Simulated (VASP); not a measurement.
Data:

```
MnF2
1.0
    4.84757     0.00000     0.00000
    0.00000     4.84757     0.00000
    0.00000     0.00000     3.28806
Mn F
2 4
Direct
  0.00000   0.00000   0.00000
  0.50000   0.50000   0.50000
  0.30429   0.30429   0.00000
  0.80429   0.19571   0.50000
  0.19571   0.80429   0.50000
  0.69571   0.69571   0.00000
```
Starting moments (μB, in the order of the record's atoms Mn Mn F F F F): 5.0 -5.0 0.0 0.0 0.0 0.0.

Method: rev-vdW-DF2, VASP's PBE PAW potentials (set 64) (plane waves; VASP). Run with 520 eV cut-off, 4×4×6 Γ-centred mesh, Gaussian smearing of 0.050 eV, potentials Mn_pv F.

Q: The ions, cell shape and volume are relaxed. Predict the relaxed structure.

A: 
```
MnF2
1.0
    4.87060     0.00000     0.00000
    0.00000     4.87060     0.00000
    0.00000     0.00000     3.30658
Mn F
2 4
Direct
  0.00000   0.00000   0.00000
  0.50000   0.50000   0.50000
  0.30298   0.30298   0.00000
  0.80298   0.19702   0.50000
  0.19702   0.80298   0.50000
  0.69702   0.69702   0.00000
```
Space group P4_2/mnm (136), at a tolerance of 0.03 Å. The cell ends with 0.00 μB, on the sites 4.52 -4.52 -0.03 0.03 0.03 -0.03 μB.

Q: How do energy and volume change from the first to the last step?

A: The energy (σ→0) changes by -1.3 meV/atom and the volume by +1.5 %, in 5 ionic steps.

The compound is MnF2 in the rutile structure. This run relaxes it. Symmetry was kept, so distortions that lower it aren't found.
